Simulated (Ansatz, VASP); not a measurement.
## BiP: VASP beside Ansatz

One calculation is typed for both programs; each brings its own data sets and cutoff. How far apart do they land? The cell is invented: As first built, before any earlier steps moved the atoms (in the runner's words): it takes the Bi structure with some of its atoms replaced by other elements, volume scaled by an estimate. It may not be a known or stable phase. The cell is a member of a volume series, scaled by 0.96 from a relaxed one, so a pressure remains.

Calculated with Ansatz 0.2.0; plane waves, with VASP 6.6.1 beside it; single point at RPBE.

**1. The starting structure**

The structure is tetragonal, space group P4mm (No. 99). Conventional cell: a = 3.558 Å, b = 3.558 Å, c = 3.558 Å, α = 90.00°, β = 90.00°, γ = 90.00°. Nearest to Bi lie 8 P at 3.08 to 3.09 Å. P has 8 Bi at 3.08 to 3.09 Å nearest. As first built, before any earlier steps moved the atoms (in the runner's words): sites of the Bi structure (space group 229) filled with other elements, volume scaled by an estimate. Farther neighbours are not listed.

**2. VASP: single point, RPBE, volume scaled by 0.96**

With cell and atoms fixed, the geometry can't cause a difference; cores, projectors, grids and the points listed under the comparison can.

Lines of VASP's logs that name or quote its potential files are left out, and so is its time.

Input file INCAR:

```
SYSTEM = BiP
PREC = Accurate
ENCUT = 400
EDIFF = 1E-06
NELM = 100
ISMEAR = 0
SIGMA = 0.05
LREAL = .FALSE.
ALGO = Normal
GGA = RP
NBANDS = 16
LORBIT = 11
LWAVE = .FALSE.
LCHARG = .FALSE.
ISIF = 2
```

Input file POSCAR:

```
BiP
1.0
    3.5584820076      0.0000000000      0.0000000000
    0.0000000000      3.5584820076      0.0000000000
    0.0000000000      0.0000000000      3.5584794957
Bi P
1 1
Direct
    0.5000000000      0.5000000000      0.9969850481
    0.0000000000      0.0000000000      0.4986619519
```

Input file KPOINTS:

```
Automatic mesh
0
Gamma
7 7 7
0 0 0
```

PAW data sets: Bi_d and P (PBE family, release 64).

Run with:

```console
mpirun -np 1 vasp_std
```

Numbers of over 12 decimals in the logs are rounded to 6 here.

Log:

```text
[banner, memory and clock lines left out]
running    1 mpi-ranks, on    1 nodes
 distrk:  each k-point on    1 cores,    1 groups
 distr:  one band on    1 cores,    1 groups

 POSCAR found type information on POSCAR BiP
 POSCAR found :  2 types and       2 ions
|                                                                             |
|               ----> ADVICE to this user running VASP <----                  |
|                                                                             |
|     You enforced a specific xc type in the INCAR file but a different       |
|     [... a line on the potential file left out ...]
|     I HOPE YOU KNOW WHAT YOU ARE DOING!                                     |
|                                                                             |

 LDA part: xc-table for (Slater+PW92), standard interpolation
 POSCAR, INCAR and KPOINTS ok, starting setup
 FFT: planning ... GRIDC
 FFT: planning ... GRID_SOFT
 FFT: planning ... GRID
 WAVECAR not read
 entering main loop
       N       E                     dE             d eps       ncg     rms          rms(c)
DAV:   1     0.137218883671E+03    0.13722E+03   -0.94050E+03  1288   0.119E+03
DAV:   2     0.636008179545E+00   -0.13658E+03   -0.13345E+03  1384   0.315E+02
DAV:   3    -0.775767164941E+01   -0.83937E+01   -0.83372E+01  1656   0.818E+01
DAV:   4    -0.792387765202E+01   -0.16621E+00   -0.16617E+00  1568   0.127E+01
DAV:   5    -0.793045322571E+01   -0.65756E-02   -0.65754E-02  1808   0.225E+00    0.346E+00
DAV:   6    -0.765863028776E+01    0.27182E+00   -0.83928E-01  1888   0.579E+00    0.206E+00
DAV:   7    -0.765834346251E+01    0.28683E-03   -0.97948E-02  1568   0.159E+00    0.102E+00
DAV:   8    -0.765743770289E+01    0.90576E-03   -0.10512E-02  1624   0.915E-01    0.120E-01
DAV:   9    -0.765707520306E+01    0.36250E-03   -0.23314E-03  1896   0.314E-01    0.942E-02
DAV:  10    -0.765710733818E+01   -0.32135E-04   -0.19324E-04  1592   0.945E-02    0.299E-02
DAV:  11    -0.765710146489E+01    0.58733E-05   -0.57270E-05  1720   0.639E-02    0.426E-03
DAV:  12    -0.765710167614E+01   -0.21125E-06   -0.40533E-06  1512   0.142E-02
   1 F= -.76571017E+01 E0= -.76551885E+01  d E =-.382636E-02
```

OUTCAR, selected parts (step 2):

```text
ion  position               nearest neighbor table
   1  0.500  0.500  0.997-   2 3.08   2 3.08   2 3.08   2 3.08   2 3.09   2 3.09   2 3.09   2 3.09

  LATTYP: Found a simple cubic cell.
 ALAT       =     3.5584820076

 Subroutine GETGRP returns: Found  8 space group operations
 (whereof  8 operations were pure point group operations)

The static configuration has the point symmetry C_4v.

 Found     40 irreducible k-points:

   k-points           NKPTS =     40   k-points in BZ     NKDIM =     40   number of bands    NBANDS=     16

   dimension x,y,z NGX =    24 NGY =   24 NGZ =   24
   dimension x,y,z NGXF=    48 NGYF=   48 NGZF=   48

   ENCUT  =  400.0 eV  29.40 Ry    5.42 a.u.   5.80  5.80  5.80*2*pi/ulx,y,z

   NELECT =      20.0000    total number of electrons

 k-points in reciprocal lattice and weights: Automatic mesh
   0.00000000  0.00000000  0.00000000       0.003
   0.14285714  0.00000000  0.00000000       0.012
   0.00000000  0.00000000  0.14285714       0.006
   0.28571429  0.00000000  0.00000000       0.012
   0.00000000  0.00000000  0.28571429       0.006
   0.42857143  0.00000000  0.00000000       0.012
   0.00000000  0.00000000  0.42857143       0.006
   0.14285714  0.14285714  0.00000000       0.012
   0.00000000  0.14285714  0.14285714       0.023
[...]
0.28571429  0.42857143  0.42857143       0.047
   0.42857143  0.42857143  0.42857143       0.023

 average (electrostatic) potential at core
       1-102.9223       2 -80.2808

 E-fermi :   8.5851

 k-point     1 :       0.0000    0.0000    0.0000
  band No.  band energies     occupation
    ...
      6      -5.7053      2.00000
      7       1.9379      2.00000
      8       6.5617      2.00000
      9       6.5617      2.00000
     10       6.5619      2.00000
     11      12.2547      0.00000
     12      12.2551      0.00000
     13      14.6316      0.00000
     14      14.6316      0.00000
     15      14.6320      0.00000
    ...

 k-point     2 :       0.1429    0.0000    0.0000
  band No.  band energies     occupation
    ...
      6      -5.4709      2.00000
      7       1.3184      2.00000
      8       6.4463      2.00000
      9       6.8020      2.00000
     10       6.8021      2.00000
     11      12.4287      0.00000
     12      12.8430      0.00000
     13      13.8936      0.00000
     14      13.8939      0.00000
     15      14.1908      0.00000
    ...

 k-point     3 :       0.0000    0.0000    0.1429
  band No.  band energies     occupation
    ...
      6      -5.4709      2.00000
      7       1.3184      2.00000
      8       6.4464      2.00000
      9       6.8019      2.00000
     10       6.8019      2.00000
     11      12.4292      0.00000
     12      12.8425      0.00000
     13      13.8936      0.00000
     14      13.8936      0.00000
     15      14.1912      0.00000
    ...

  Total        0.7838244      0.7838244      0.7832839      0.0000000     -0.0000000      0.0000000
  in kB       27.8698972     27.8698972     27.8506792      0.0000000     -0.0000000      0.0000000
  external PRESSURE =      27.8634912 kB  Pullay stress =       0.0000000 kB

  energy-cutoff  :      400.00
  volume of cell :       45.06
      direct lattice vectors                 reciprocal lattice vectors
     3.558482008  0.000000000  0.000000000     0.281018703  0.000000000  0.000000000
     0.000000000  3.558482008  0.000000000     0.000000000  0.281018703  0.000000000
     0.000000000  0.000000000  3.558479496     0.000000000  0.000000000  0.281018902

 POSITION                                       TOTAL-FORCE (eV/Angst)
 -----------------------------------------------------------------------------------
      1.77924      1.77924      3.54775        -0.000000     -0.000000     -0.004431
      0.00000      0.00000      1.77448         0.000000      0.000000      0.004431
 -----------------------------------------------------------------------------------
    total drift:                                0.000000     -0.000000     -0.001043

  FREE ENERGIE OF THE ION-ELECTRON SYSTEM (eV)
  ---------------------------------------------------
  free  energy   TOTEN  =        -7.6571016761 eV

  energy  without entropy=       -7.6532753169  energy(sigma->0) =       -7.65518850

 total charge
# of ion       s       p       d       tot
------------------------------------------
    1        1.591   1.114   9.958  12.662
    2        1.121   1.288   0.000   2.409
--------------------------------------------------
tot          2.712   2.402   9.958  15.072

[... 3 further parts left out ...]
```

The k-mesh is coarse for a metal. The PAW data sets were made with PBE, which is usual practice but a small mismatch for other functionals. The scan keeps the cell's shape and the fractional positions fixed.

**3. Ansatz: single point, RPBE, volume scaled by 0.96**

Ansatz runs on its default PAW (the set named soft_2) files.

The same cell, functional, mesh and smearing now go to Ansatz, which takes its cutoff from its data sets.

Input file input.yaml:

```yaml
crystal:
  lattice:
    - [3.5584820076, 0.0, 0.0]
    - [0.0, 3.5584820076, 0.0]
    - [0.0, 0.0, 3.5584794957]
  atoms:
    - { symbol: Bi, position: [0.5, 0.5, 0.9969850481] }
    - { symbol: P, position: [0.0, 0.0, 0.4986619519] }
hamiltonian:
  xc: rpbe
  pseudopotentials: { kind: paw }
kpoints:
  mp_grid: { grid: [7, 7, 7] }
scf:
  occupations: { method: gaussian, width: 0.05 }
  n_extra_bands: 4
output:
  forces: true
  stress: true
  eigenvalues: true
```

Run with:

```console
ansatz run input.yaml --threads 2 --pin off --max-ram 4608MiB --backend cpu --events-out ev --progress --plain --runs-dir out
```

Log:

```text
scf.n_extra_bands = 4 over 10 filled bands (N_el = 20.0): the run solves 14 bands
Engine: ansatz 0.2.0, x86_64-unknown-linux-gnu
Pseudopotentials: kind: paw
Pseudopotential: Bi, paw, valence charge 15, recommended cutoff 420 eV (normal), Bi.paw.azcp
Pseudopotential: P, paw, valence charge 5, recommended cutoff 420 eV (normal), P.paw.azcp
Functional definition: RPBE
  parameter kappa = 0.804
  parameter beta = 0.066725
  exchange = rpbe_x(kappa = kappa, mu = beta*pi^2/3)
  correlation = pbe_c(beta = beta)
Crystal: 2 atoms, lattice volume = 45.060 Å³
Basis set: ecut = 420 eV, 895 PW (Γ), exchange–correlation on 48×48×48 points (8 copies of the dense FFT grid, shifted against one another)
Bands: 14, of which v1, the nominal top of the filled ones, is band 10 counted from 1 (9 counted from 0)
Symmetry: 8 space group operations
Space group: P4mm (ITA 99), of the structure as read, at distance tolerance 3.6e-5 Å
k-points: 40 of 343 (time reversal used)
Non-local potential: Bi, projectors of the file, l = 0: 2, l = 1: 2, l = 2: 2, l = 3: 2
Non-local potential: P, projectors of the file, l = 0: 2, l = 1: 2, l = 2: 2
PAW form: soft (Blöchl's): semilocal exchange-correlation on the pseudo side does not see the compensation charge
PAW frozen core: Bi, regenerated for the run's functional, and the local potential with it (the file was generated under x = pbe(κ = 0.804, μ = 0.219515), c = pbe(β = 0.066725))
PAW frozen core: P, regenerated for the run's functional, and the local potential with it (the file was generated under x = pbe(κ = 0.804, μ = 0.219515), c = pbe(β = 0.066725))
PAW one-centre angular grid: Bi, 590 points (default); XC on 64 Gauss nodes
PAW one-centre angular grid: P, 110 points (default); XC on 64 Gauss nodes
Initial density: superposition of atomic densities (neutral atoms: chi_scale 0, normalization atom), corrected by the library's trained network
Initial wavefunctions: pseudopotential atomic-orbital guess
Functional: x = rpbe, c = pbe(β = 0.066725)
SCF iter   1: F=—  HF=-13170.148522 eV  |F-HF|=—  |Δ(HF+E_count)|=         —  Δρ=2.38e-3  dr2=2.01e-3  ethr=1.77e-3  ⟨swp⟩=6.2  Hψ=3330  notcnv=0
preconditioner: auto → none  [metal: Δε(μ)=0.017 eV  Ē_g=18.278 eV  σ=0.050 eV  W_gap=0.19  n_scr=6 (ndim 8)  ℏωp=24.7 eV  f_vac=0.000  D(μ)=3.07/eV (n_scr^D=26)  sad-step TF]
SCF iter   2: F=—  HF=-13170.147110 eV  |F-HF|=—  |Δ(HF+E_count)|=   1.41e-3  Δρ=1.16e-3  dr2=6.89e-4  ethr=1.00e-5  ⟨swp⟩=2.1  Hψ=1306  notcnv=0
SCF iter   3: F=—  HF=-13170.147078 eV  |F-HF|=—  |Δ(HF+E_count)|=   3.17e-5  Δρ=2.63e-4  dr2=2.88e-5  ethr=3.45e-6  ⟨swp⟩=2.0  Hψ=719  notcnv=0
SCF iter   4: F=—  HF=-13170.147069 eV  |F-HF|=—  |Δ(HF+E_count)|=   9.16e-6  Δρ=4.65e-5  dr2=8.30e-7  ethr=1.44e-7  ⟨swp⟩=2.1  Hψ=956  notcnv=0
iter 5 did not close the SCF: its close was put off for the readings that it lacked (scf_convergence_deferred on its scf_iter line)
SCF iter   5: F=-13170.147070 eV  HF=-13170.147070 eV  |F-HF|=2.55e-8  |Δ(HF+E_count)|=   8.83e-7  Δρ=1.27e-5  dr2=5.38e-8  ethr=4.15e-9  ⟨swp⟩=2.0  Hψ=966  notcnv=0
SCF iter   6: F=-13170.147070 eV  HF=-13170.147070 eV  |F-HF|=1.82e-8  |Δ(HF+E_count)|=   1.36e-9  Δρ=5.72e-6  dr2=2.22e-8  ethr=2.69e-10  ⟨swp⟩=5.2  Hψ=2924  notcnv=0
SCF 1 converged in 6 iterations: F = -13170.147070 eV  dr2 = 2.22e-8
  greatest PAW one-centre occupation: 0.989 electrons in one spin orbital (limit 2), on the Bi atom at site 0 (counted from 0), in its partial waves of l = 2
SCF converged after 6 iterations
Free energy (F): -13170.147070 eV
Harris-Foulkes:  -13170.147070 eV  (|F-HF|=1.82e-8)
Internal energy: -13170.143296 eV  (E = F + TS)
E sigma→0 (E₀):  -13170.145183 eV
Entropy (-TS):   -0.003773 eV (-1.887 meV/atom)
Fermi energy:    11.682019 eV
--- Per-component energies (eV) ---
  E_band       = -56.672463
  E_kinetic    = 369.865542
  E_local      = -1460.906622  (includes V_loc(G=0)·N_el)
  E_nonlocal   = 594.733757
  E_hartree    = 468.564173
  E_xc         = -212.780348
  E_vxc        = -204.500169  (∫ρ·V_xc dr)
  E_paw        = -11251.101145  (= ΣΔE_a)
  E_vpaw       = -292.994334  (= ΣTr[D̂ρ^β])
  E_aug_tail   = -0.000401  (compensation charges beyond the density's cutoff)
  E_ewald      = -1678.545595
  E_core_change = 0.027342  (= ΣΔE_core)
  E_smearing   = -0.003773  (= −TS)
  E_closure    = -0.000000  (closes the sum)
  Σ components = -13170.147070   (vs F -13170.147070, Δ=0.00e0)
--- Forces (eV/Å), atoms counted from 1 ---
  atom   1  Bi     0.00000000     0.00000000    -0.00396163
  atom   2  P      0.00000000     0.00000000     0.00398360
  max |Σ_I F_I| component: 2.20e-5 eV/Å
--- Stress (GPa, compression-positive) ---
        2.900834       0.000000      -0.000000
        0.000000       2.900834       0.000000
       -0.000000       0.000000       2.900023
  P = ⅓ Tr σ = 2.9006 GPa (29.006 kbar)
--- Band table (eV; the first three rows and the last of 40) ---
  k-point 0: bands = [... 6 lower, 5.0442, 9.6554, 9.6554, 9.6556, 15.3504, 15.3509, 17.7279, 17.7279]
  k-point 1: bands = [... 6 lower, 4.4226, 9.5420, 9.8958, 9.8958, 15.5250, 15.9396, 16.9893, 16.9893]
  k-point 2: bands = [... 6 lower, 2.9073, 9.8305, 10.5876, 10.5876, 14.1809, 15.3831, 15.3831, 16.0246]
  k-point 39: bands = [... 6 lower, 2.9341, 7.8752, 8.2589, 8.2592, 9.9593, 9.9596, 11.0619, 24.8431]
```

Wall time 1.8 s (2 threads of AMD EPYC 7R43, shared host); peak memory 0.38 GiB.

The column dr2 measures how far the density is from self-consistency, as an energy; F and HF (Harris–Foulkes) agree once it is small.

The run ends at a pressure of 2.90 GPa, with forces up to 0.0040 eV/Å.

**4. Side by side**

Known differences besides the potentials themselves: the cutoff is 420 eV in Ansatz and 400 eV in VASP; Ansatz makes its cores anew for this functional, VASP keeps those of its PBE data sets; VASP leaves aspherical gradient terms in its spheres out (LASPH is not set), Ansatz keeps them. Total energies have different zeros and are not compared.

The two programs side by side:

```
      quantity  Ansatz  VASP  difference
pressure (GPa)    2.90  2.79       +0.11
```

Ansatz's pressure holds a Pulay correction of 0.04 GPa; VASP's holds none.

**5. Summary of results**

| Quantity | Value |
| --- | --- |
| difference in pressure (single point, RPBE, volume scaled by 0.96) | 0.11 GPa |

In words: The difference in pressure is 0.11 GPa (single point, RPBE, volume scaled by 0.96), within the 1 GPa picked in this series as the mark of a large difference. How closely two codes agree says nothing of how well the functional describes the real material.

[Lines on the potential files, build, host, timing and source positions are cut from VASP's logs without a mark.]

[Logs are printed without paths, hosts, clocks, repeated set-up lines and the standing remarks that a program may print on its own settings, such as how far it seeks lower states.]

[Hosts, paths, dates, database ids (printed as entryN), source tags and the programs' standing remarks are cut or masked in the printed files.]
